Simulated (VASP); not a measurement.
# SbSe2 with PBE: from relaxation to properties, part 3 of 4

What structure does SbSe2 take at this level, and what are its properties? The cell is invented: it takes the structure of COD entry 1538289, VSe2 (space group 164 there), with some of its atoms replaced by other elements, volume scaled by an estimate. It may not be a known or stable phase.

VASP 6.6.1, plane waves and PAW; the level of theory is named at each step.

So far. Step 5 (Band structure (PBE)): There is no gap at this level. Step 6 (Density of states (PBE)): The finer mesh and the other smearing move the Fermi level by -0.01 eV from the 7×7×4 run, a small shift, which tests the Fermi level alone. Of the states within 0.3 eV of the Fermi level, the largest shares in the PAW spheres are Se p 45 % and Sb s 13 %. The rest lies in smaller channels or between the spheres.

## (7) Volume scan with PBE, volume scale 0.94

Level of this step: PBE; plane waves and PAW (Sb, Se); invented cell (VASP).

An equation of state needs energies on both sides of the minimum, all on one mesh and cutoff.

The input, INCAR:

```
SYSTEM = SbSe2
PREC = Accurate
ENCUT = 400
EDIFF = 1E-06
NELM = 100
ISMEAR = 0
SIGMA = 0.05
LREAL = .FALSE.
ALGO = Normal
GGA = PE
LORBIT = 11
LWAVE = .FALSE.
LCHARG = .FALSE.
ISIF = 2
```

The input, POSCAR:

```
SbSe2
1.0
    3.8097737422      0.0000000349      0.0000000000
   -1.9048863216      3.2993602365      0.0000000000
    0.0000000000      0.0000000000      6.2887688618
Sb Se
1 2
Direct
    0.0000000000      0.0000000000      0.0000000000
    0.3333333300      0.6666666700      0.2621724083
    0.6666666700      0.3333333300      0.7378275917
```

The input, KPOINTS:

```
Automatic mesh
0
Gamma
7 7 4
0 0 0
```

The projector-augmented-wave data sets are Sb and Se (PBE family, release 64).

Launch:

```console
$ mpirun -np 1 vasp_std
```

The program printed:

```text
[... set-up lines as in an earlier step ...]
 entering main loop
       N       E                     dE             d eps       ncg     rms          rms(c)
DAV:   1     0.717773314635E+02    0.71777E+02   -0.53130E+03   672   0.885E+02
DAV:   2    -0.635164419142E+01   -0.78129E+02   -0.74453E+02   900   0.170E+02
DAV:   3    -0.116877131518E+02   -0.53361E+01   -0.52333E+01   864   0.499E+01
DAV:   4    -0.117634213526E+02   -0.75708E-01   -0.75469E-01   756   0.643E+00
DAV:   5    -0.117644126824E+02   -0.99133E-03   -0.99109E-03   796   0.771E-01    0.509E+00
DAV:   6    -0.115321601520E+02    0.23225E+00   -0.33570E-01   692   0.446E+00    0.339E+00
DAV:   7    -0.115324075014E+02   -0.24735E-03   -0.15396E-01   764   0.229E+00    0.114E+00
DAV:   8    -0.115323208820E+02    0.86619E-04   -0.42102E-03   760   0.598E-01    0.401E-01
DAV:   9    -0.115327567696E+02   -0.43589E-03   -0.13749E-03   724   0.317E-01    0.105E-01
DAV:  10    -0.115327533360E+02    0.34336E-05   -0.58152E-05   836   0.569E-02    0.417E-02
DAV:  11    -0.115327700642E+02   -0.16728E-04   -0.40759E-05   712   0.512E-02    0.138E-02
DAV:  12    -0.115327692948E+02    0.76948E-06   -0.61808E-06   744   0.185E-02
   1 F= -.11532769E+02 E0= -.11530944E+02  d E =-.365086E-02
```

It took 31 s on 1 MPI rank of AMD EPYC 7R43, shared host; peak memory 0.15 GiB.

From OUTCAR (step 7):

```text
   ENCUT  =  400.0 eV  29.40 Ry    5.42 a.u.   6.21  6.21 10.26*2*pi/ulx,y,z

   NELECT =      17.0000    total number of electrons

 E-fermi :   4.7412

 k-point     1 :       0.0000    0.0000    0.0000
  band No.  band energies     occupation
    ...
      5       3.1412      2.00000
      6       3.3377      2.00000
      7       3.6572      2.00000
      8       3.6572      2.00000
      9       3.9513      2.00000
     10       6.4866      0.00000
     11       7.3836      0.00000
     12       7.3836      0.00000

  Total        1.9713797      1.9713789      2.0359690      0.0000003      0.0000000     -0.0000000
  in kB       39.9563949     39.9563806     41.2655069      0.0000070      0.0000000     -0.0000000
  external PRESSURE =      40.3927608 kB  Pullay stress =       0.0000000 kB

 POSITION                                       TOTAL-FORCE (eV/Angst)
 -----------------------------------------------------------------------------------
      0.00000      0.00000      0.00000         0.000000      0.000000      0.000000
      0.00000      2.19957      1.64874        -0.000000      0.000000      0.517393
      1.90489      1.09979      4.64003         0.000000     -0.000000     -0.517393
 -----------------------------------------------------------------------------------
    total drift:                               -0.000000     -0.000000      0.000000

  FREE ENERGIE OF THE ION-ELECTRON SYSTEM (eV)
  ---------------------------------------------------
  free  energy   TOTEN  =       -11.5327692948 eV

  energy  without entropy=      -11.5291184321  energy(sigma->0) =      -11.53094386

[... 3 parts as in an earlier step ...]

[... 13 further parts left out ...]
```

The scan keeps the cell's shape and the fractional positions fixed.

Numbers from this step:

* SCF cycles: 12
* irreducible k-points: 28
* free energy (TOTEN): -11.53 eV
* energy at zero smearing: -11.53 eV
* Fermi energy: 4.741 eV
* pressure: 4.039 GPa

Force by atom:

| atom | x (eV/Å) | y (eV/Å) | z (eV/Å) | size |
| --- | --- | --- | --- | --- |
| Sb1 | 0.000 | 0.000 | 0.000 | 0.000 |
| Se2 | 0.000 | 0.000 | 0.517 | 0.517 |
| Se3 | 0.000 | 0.000 | -0.517 | 0.517 |

The pressure here is 4.04 GPa.

## (8) Volume scan with PBE, volume scale 0.96

INCAR is that of step 7.

The input, POSCAR:

```
SbSe2
1.0
    3.8366040187      0.0000000351      0.0000000000
   -1.9183014560      3.3225959333      0.0000000000
    0.0000000000      0.0000000000      6.3330574256
Sb Se
1 2
Direct
    0.0000000000      0.0000000000      0.0000000000
    0.3333333300      0.6666666700      0.2621724083
    0.6666666700      0.3333333300      0.7378275917
```

KPOINTS is that of step 7.

Launch:

```console
$ mpirun -np 1 vasp_std
```

The program printed:

```text
[... set-up lines as in an earlier step ...]
 entering main loop
       N       E                     dE             d eps       ncg     rms          rms(c)
DAV:   1     0.738246034066E+02    0.73825E+02   -0.52441E+03   672   0.879E+02
DAV:   2    -0.598797613092E+01   -0.79813E+02   -0.75451E+02   884   0.169E+02
DAV:   3    -0.117101260093E+02   -0.57221E+01   -0.56030E+01   812   0.513E+01
DAV:   4    -0.118029767688E+02   -0.92851E-01   -0.92265E-01   804   0.704E+00
DAV:   5    -0.118042393432E+02   -0.12626E-02   -0.12622E-02   792   0.860E-01    0.492E+00
DAV:   6    -0.115653290950E+02    0.23891E+00   -0.34123E-01   684   0.453E+00    0.327E+00
DAV:   7    -0.115668527320E+02   -0.15236E-02   -0.15249E-01   744   0.227E+00    0.114E+00
DAV:   8    -0.115669382809E+02   -0.85549E-04   -0.40914E-03   764   0.592E-01    0.397E-01
DAV:   9    -0.115673959190E+02   -0.45764E-03   -0.13960E-03   728   0.322E-01    0.102E-01
DAV:  10    -0.115673952127E+02    0.70632E-06   -0.61459E-05   824   0.587E-02    0.428E-02
DAV:  11    -0.115674133233E+02   -0.18111E-04   -0.44786E-05   700   0.536E-02    0.140E-02
DAV:  12    -0.115674123053E+02    0.10180E-05   -0.70313E-06   760   0.198E-02    0.602E-03
DAV:  13    -0.115674122997E+02    0.56314E-08   -0.15582E-06   408   0.885E-03
   1 F= -.11567412E+02 E0= -.11565546E+02  d E =-.373225E-02
```

Run time: 33 s. Hardware: 1 MPI rank; peak memory 0.14 GiB.

OUTCAR, selected parts (step 8):

```text
   ENCUT  =  400.0 eV  29.40 Ry    5.42 a.u.   6.26  6.26 10.33*2*pi/ulx,y,z

   NELECT =      17.0000    total number of electrons

 E-fermi :   4.4839

 k-point     1 :       0.0000    0.0000    0.0000
  band No.  band energies     occupation
    ...
      5       2.9456      2.00000
      6       3.1090      2.00000
      7       3.4541      2.00000
      8       3.4541      2.00000
      9       3.6734      2.00000
     10       6.2455      0.00000
     11       7.1106      0.00000
     12       7.1106      0.00000

  Total        1.2689948      1.2689943      1.3091855      0.0000002     -0.0000000     -0.0000000
  in kB       25.1844505     25.1844415     25.9820748      0.0000044     -0.0000000     -0.0000000
  external PRESSURE =      25.4503223 kB  Pullay stress =       0.0000000 kB

 POSITION                                       TOTAL-FORCE (eV/Angst)
 -----------------------------------------------------------------------------------
      0.00000      0.00000      0.00000         0.000000      0.000000      0.000000
      0.00000      2.21506      1.66035         0.000000      0.000000      0.333428
      1.91830      1.10753      4.67270        -0.000000     -0.000000     -0.333428
 -----------------------------------------------------------------------------------
    total drift:                               -0.000000     -0.000000     -0.000000

  FREE ENERGIE OF THE ION-ELECTRON SYSTEM (eV)
  ---------------------------------------------------
  free  energy   TOTEN  =       -11.5674122997 eV

  energy  without entropy=      -11.5636800500  energy(sigma->0) =      -11.56554617

[... 3 parts as in an earlier step ...]

[... 13 further parts left out ...]
```

Numbers from this step:

```yaml
scf_cycles: 13
free_energy_toten: -11.57 eV
energy_at_zero_smearing: -11.57 eV
fermi_energy: 4.484 eV
pressure: 2.545 GPa
```

Force by atom:

| atom | x (eV/Å) | y (eV/Å) | z (eV/Å) | size |
| --- | --- | --- | --- | --- |
| Sb1 | 0.000 | 0.000 | 0.000 | 0.000 |
| Se2 | 0.000 | 0.000 | 0.333 | 0.333 |
| Se3 | 0.000 | 0.000 | -0.333 | 0.333 |

The pressure falls from 4.04 to 2.55 GPa.

The run ends at a pressure of 2.55 GPa, with forces up to 0.33 eV/Å.

## (9) Volume scan with PBE, volume scale 0.98

INCAR is that of step 8.

The input, POSCAR:

```
SbSe2
1.0
    3.8630641929      0.0000000354      0.0000000000
   -1.9315315393      3.3455111122      0.0000000000
    0.0000000000      0.0000000000      6.3767350640
Sb Se
1 2
Direct
    0.0000000000      0.0000000000      0.0000000000
    0.3333333300      0.6666666700      0.2621724083
    0.6666666700      0.3333333300      0.7378275917
```

KPOINTS is that of step 8.

Launch:

```console
$ mpirun -np 1 vasp_std
```

The program printed:

```text
[... set-up lines as in an earlier step ...]
 entering main loop
       N       E                     dE             d eps       ncg     rms          rms(c)
DAV:   1     0.766242132261E+02    0.76624E+02   -0.53062E+03   672   0.886E+02
DAV:   2    -0.600049668150E+01   -0.82625E+02   -0.79312E+02   908   0.176E+02
DAV:   3    -0.117473878547E+02   -0.57469E+01   -0.56573E+01   840   0.516E+01
DAV:   4    -0.118287560177E+02   -0.81368E-01   -0.81067E-01   756   0.700E+00
[...]
DAV:  11    -0.115872847362E+02   -0.19454E-04   -0.48033E-05   696   0.556E-02    0.135E-02
DAV:  12    -0.115872834806E+02    0.12556E-05   -0.75487E-06   728   0.206E-02    0.607E-03
DAV:  13    -0.115872835105E+02   -0.29872E-07   -0.16720E-06   420   0.913E-03
   1 F= -.11587284E+02 E0= -.11585368E+02  d E =-.383094E-02
```

The job ended after 32 s (1 MPI rank; peak memory 0.14 GiB).

From OUTCAR (step 9):

```text
  Total        0.6211331      0.6211328      0.6357422      0.0000001     -0.0000000     -0.0000000
  in kB       12.0754256     12.0754213     12.3594411      0.0000021     -0.0000000     -0.0000000
  external PRESSURE =      12.1700960 kB  Pullay stress =       0.0000000 kB

 POSITION                                       TOTAL-FORCE (eV/Angst)
 -----------------------------------------------------------------------------------
      0.00000      0.00000      0.00000        -0.000000      0.000000      0.000000
      0.00000      2.23034      1.67180         0.000000     -0.000000      0.163001
      1.93153      1.11517      4.70493         0.000000      0.000000     -0.163001
 -----------------------------------------------------------------------------------
    total drift:                               -0.000000     -0.000000      0.000000

  FREE ENERGIE OF THE ION-ELECTRON SYSTEM (eV)
  ---------------------------------------------------
  free  energy   TOTEN  =       -11.5872835105 eV

  energy  without entropy=      -11.5834525679  energy(sigma->0) =      -11.58536804

[... 1 part as in an earlier step ...]

[... 2 further parts left out ...]
[key lines of the parts left out:]
E-fermi :   4.2365
```

The pressure falls from 2.55 to 1.22 GPa.

The run ends at a pressure of 1.22 GPa, with forces up to 0.16 eV/Å.

## (10) Volume scan with PBE, volume scale 1

INCAR is that of step 9.

The input, POSCAR:

```
SbSe2
1.0
    3.8891667698      0.0000000356      0.0000000000
   -1.9445828240      3.3681166027      0.0000000000
    0.0000000000      0.0000000000      6.4198224187
Sb Se
1 2
Direct
    0.0000000000      0.0000000000      0.0000000000
    0.3333333300      0.6666666700      0.2621724083
    0.6666666700      0.3333333300      0.7378275917
```

KPOINTS is that of step 9.

Launch:

```console
$ mpirun -np 1 vasp_std
```

The program printed:

```text
[... set-up lines as in an earlier step ...]
 entering main loop
       N       E                     dE             d eps       ncg     rms          rms(c)
[... 13 cycles as in an earlier step ...]
   1 F= -.11593974E+02 E0= -.11592003E+02  d E =-.394071E-02
```

The job ended after 35 s (1 MPI rank; peak memory 0.15 GiB).

From OUTCAR (step 10):

```text
[... 6 parts as in an earlier step ...]

[... 1 further part left out ...]
[key lines of the parts left out:]
E-fermi :   3.9990
```

The pressure falls from 1.22 to 0.03 GPa.

The run ends at a pressure of 0.03 GPa, with forces up to 0.0049 eV/Å.

## (11) Volume scan with PBE, volume scale 1.02

INCAR is that of step 10.

The input, POSCAR:

```
SbSe2
1.0
    3.9149235917      0.0000000358      0.0000000000
   -1.9574612313      3.3904226607      0.0000000000
    0.0000000000      0.0000000000      6.4623390380
Sb Se
1 2
Direct
    0.0000000000      0.0000000000      0.0000000000
    0.3333333300      0.6666666700      0.2621724083
    0.6666666700      0.3333333300      0.7378275917
```

KPOINTS is that of step 10.

Launch:

```console
$ mpirun -np 1 vasp_std
```

The program printed:

```text
[... set-up lines as in an earlier step ...]
 entering main loop
       N       E                     dE             d eps       ncg     rms          rms(c)
DAV:   1     0.713228970859E+02    0.71323E+02   -0.51960E+03   672   0.874E+02
DAV:   2    -0.622997787926E+01   -0.77553E+02   -0.74445E+02   932   0.169E+02
DAV:   3    -0.117711680140E+02   -0.55412E+01   -0.54332E+01   816   0.499E+01
DAV:   4    -0.118434446976E+02   -0.72277E-01   -0.71907E-01   752   0.652E+00
[...]
DAV:  11    -0.115888744877E+02   -0.21426E-04   -0.46801E-05   680   0.559E-02    0.109E-02
DAV:  12    -0.115888730558E+02    0.14319E-05   -0.67336E-06   700   0.198E-02    0.624E-03
DAV:  13    -0.115888731472E+02   -0.91352E-07   -0.17918E-06   420   0.945E-03
   1 F= -.11588873E+02 E0= -.11586840E+02  d E =-.406694E-02
```

Elapsed: 32 s, on 1 MPI rank; peak memory 0.14 GiB.

OUTCAR, selected parts (step 11):

```text
  Total       -0.5384912     -0.5384910     -0.5779783     -0.0000001      0.0000000      0.0000000
  in kB      -10.0582467    -10.0582431    -10.7958104     -0.0000018      0.0000000      0.0000000
  external PRESSURE =     -10.3041001 kB  Pullay stress =       0.0000000 kB

 POSITION                                       TOTAL-FORCE (eV/Angst)
 -----------------------------------------------------------------------------------
      0.00000      0.00000      0.00000        -0.000000      0.000000      0.000000
      0.00000      2.26028      1.69425         0.000000      0.000000     -0.141944
      1.95746      1.13014      4.76809         0.000000     -0.000000      0.141944
 -----------------------------------------------------------------------------------
    total drift:                               -0.000000     -0.000000      0.000000

  FREE ENERGIE OF THE ION-ELECTRON SYSTEM (eV)
  ---------------------------------------------------
  free  energy   TOTEN  =       -11.5888731472 eV

  energy  without entropy=      -11.5848062064  energy(sigma->0) =      -11.58683968

[... 1 part as in an earlier step ...]

[... 2 further parts left out ...]
[key lines of the parts left out:]
E-fermi :   3.7707
```

The pressure falls from 0.03 to -1.03 GPa.

The run ends at a pressure of -1.03 GPa, with forces up to 0.14 eV/Å.

## (12) Volume scan with PBE, volume scale 1.04

INCAR is that of step 11.

The input, POSCAR:

```
SbSe2
1.0
    3.9403458858      0.0000000361      0.0000000000
   -1.9701723746      3.4124390092      0.0000000000
    0.0000000000      0.0000000000      6.5043034544
Sb Se
1 2
Direct
    0.0000000000      0.0000000000      0.0000000000
    0.3333333300      0.6666666700      0.2621724083
    0.6666666700      0.3333333300      0.7378275917
```

KPOINTS is that of step 11.

Launch:

```console
$ mpirun -np 1 vasp_std
```

The program printed:

```text
[... set-up lines as in an earlier step ...]
 entering main loop
       N       E                     dE             d eps       ncg     rms          rms(c)
DAV:   1     0.736250851099E+02    0.73625E+02   -0.53294E+03   672   0.879E+02
DAV:   2    -0.605630168591E+01   -0.79681E+02   -0.76887E+02   920   0.170E+02
DAV:   3    -0.117584728781E+02   -0.57022E+01   -0.55717E+01   828   0.503E+01
DAV:   4    -0.118348854634E+02   -0.76413E-01   -0.76239E-01   740   0.678E+00
[...]
DAV:  11    -0.115732248309E+02   -0.21480E-04   -0.42144E-05   680   0.539E-02    0.844E-03
DAV:  12    -0.115732233934E+02    0.14374E-05   -0.55808E-06   704   0.182E-02    0.659E-03
DAV:  13    -0.115732234915E+02   -0.98058E-07   -0.17000E-06   380   0.934E-03
   1 F= -.11573223E+02 E0= -.11571114E+02  d E =-.421981E-02
```

The job ended after 31 s (1 MPI rank; peak memory 0.14 GiB).

From OUTCAR (step 12):

```text
  Total       -1.0561193     -1.0561190     -1.1254559     -0.0000002      0.0000000     -0.0000000
  in kB      -19.3474412    -19.3474343    -20.6176431     -0.0000034      0.0000000     -0.0000000
  external PRESSURE =     -19.7708396 kB  Pullay stress =       0.0000000 kB

 POSITION                                       TOTAL-FORCE (eV/Angst)
 -----------------------------------------------------------------------------------
      0.00000      0.00000      0.00000        -0.000000      0.000000      0.000000
      0.00000      2.27496      1.70525         0.000000      0.000000     -0.278376
      1.97017      1.13748      4.79905        -0.000000     -0.000000      0.278376
 -----------------------------------------------------------------------------------
    total drift:                               -0.000000     -0.000000     -0.000000

  FREE ENERGIE OF THE ION-ELECTRON SYSTEM (eV)
  ---------------------------------------------------
  free  energy   TOTEN  =       -11.5732234915 eV

  energy  without entropy=      -11.5690036812  energy(sigma->0) =      -11.57111359

[... 1 part as in an earlier step ...]

[... 2 further parts left out ...]
[key lines of the parts left out:]
E-fermi :   3.5512
```

The pressure falls from -1.03 to -1.98 GPa.

The run ends at a pressure of -1.98 GPa, with forces up to 0.28 eV/Å.

## (13) Volume scan with PBE, volume scale 1.06

A prediction first. A parabola through the 6 pressures of evenly scaled cells so far, P = 0.03 -56.3 t +137 t² GPa with t = ln(V/V₁) and V₁ the volume at scale 1, gives -2.79 GPa at t = +0.0583.

INCAR is that of step 12.

The input, POSCAR:

```
SbSe2
1.0
    3.9654443070      0.0000000363      0.0000000000
   -1.9827215816      3.4341748755      0.0000000000
    0.0000000000      0.0000000000      6.5457332558
Sb Se
1 2
Direct
    0.0000000000      0.0000000000      0.0000000000
    0.3333333300      0.6666666700      0.2621724083
    0.6666666700      0.3333333300      0.7378275917
```

KPOINTS is that of step 12.

Launch:

```console
$ mpirun -np 1 vasp_std
```

The program printed:

```text
[... set-up lines as in an earlier step ...]
 entering main loop
       N       E                     dE             d eps       ncg     rms          rms(c)
DAV:   1     0.744040360690E+02    0.74404E+02   -0.51811E+03   672   0.875E+02
DAV:   2    -0.570337299112E+01   -0.80107E+02   -0.76512E+02   924   0.166E+02
DAV:   3    -0.117287850311E+02   -0.60254E+01   -0.58528E+01   836   0.518E+01
DAV:   4    -0.118173514447E+02   -0.88566E-01   -0.88257E-01   760   0.707E+00
[...]
DAV:  11    -0.115482002274E+02   -0.21207E-04   -0.37929E-05   680   0.518E-02    0.696E-03
DAV:  12    -0.115481988635E+02    0.13638E-05   -0.46668E-06   712   0.167E-02    0.722E-03
DAV:  13    -0.115481989434E+02   -0.79848E-07   -0.16110E-06   376   0.923E-03
   1 F= -.11548199E+02 E0= -.11546005E+02  d E =-.438879E-02
```

Wall time 29 s (1 MPI rank); peak memory 0.15 GiB.

OUTCAR, selected parts (step 13):

```text
  Total       -1.5356340     -1.5356334     -1.6383711     -0.0000003      0.0000000     -0.0000000
  in kB      -27.6010575    -27.6010476    -29.4476257     -0.0000048      0.0000000     -0.0000000
  external PRESSURE =     -28.2165769 kB  Pullay stress =       0.0000000 kB

 POSITION                                       TOTAL-FORCE (eV/Angst)
 -----------------------------------------------------------------------------------
      0.00000      0.00000      0.00000         0.000000     -0.000000      0.000000
      0.00000      2.28945      1.71611        -0.000000      0.000000     -0.405498
      1.98272      1.14472      4.82962         0.000000     -0.000000      0.405498
 -----------------------------------------------------------------------------------
    total drift:                               -0.000000     -0.000000      0.000000

  FREE ENERGIE OF THE ION-ELECTRON SYSTEM (eV)
  ---------------------------------------------------
  free  energy   TOTEN  =       -11.5481989434 eV

  energy  without entropy=      -11.5438101579  energy(sigma->0) =      -11.54600455

[... 1 part as in an earlier step ...]

[... 2 further parts left out ...]
[key lines of the parts left out:]
E-fermi :   3.3399
```

The pressure falls from -1.98 to -2.82 GPa. The parabola predicted -2.79 GPa, +0.03 GPa off.

## (14) The series together

Times are for 1 MPI rank of AMD EPYC 7R43, shared host. Results by setting:

| no. | volume scale | energy above the lowest point (meV/atom) | pressure (GPa) | time | memory (GiB) |
| --- | --- | --- | --- | --- | --- |
| 1 | 0.94 | 20.35 | 4.039 | 31 s | 0.15 |
| 2 | 0.96 | 8.82 | 2.545 | 33 s | 0.14 |
| 3 | 0.98 | 2.21 | 1.217 | 32 s | 0.14 |
| 4 | 1 | 0 | 0.03006 | 35 s | 0.15 |
| 5 | 1.02 | 1.72 | -1.030 | 32 s | 0.14 |
| 6 | 1.04 | 6.96 | -1.977 | 31 s | 0.14 |
| 7 | 1.06 | 15.33 | -2.822 | 29 s | 0.15 |

(Continued in part 4 of 4.)

[Lines on the potential files, build, host, timing and source positions are cut from VASP's logs without a mark.]

[Logs are printed without paths, hosts, clocks, repeated set-up lines and the standing remarks that a program may print on its own settings, such as how far it seeks lower states.]

[Hosts, paths, dates, database ids (printed as entryN), source tags and the programs' standing remarks are cut or masked in the printed files.]

[A measured line is paired with the nearest computed mode of its activity, which favours agreement.]
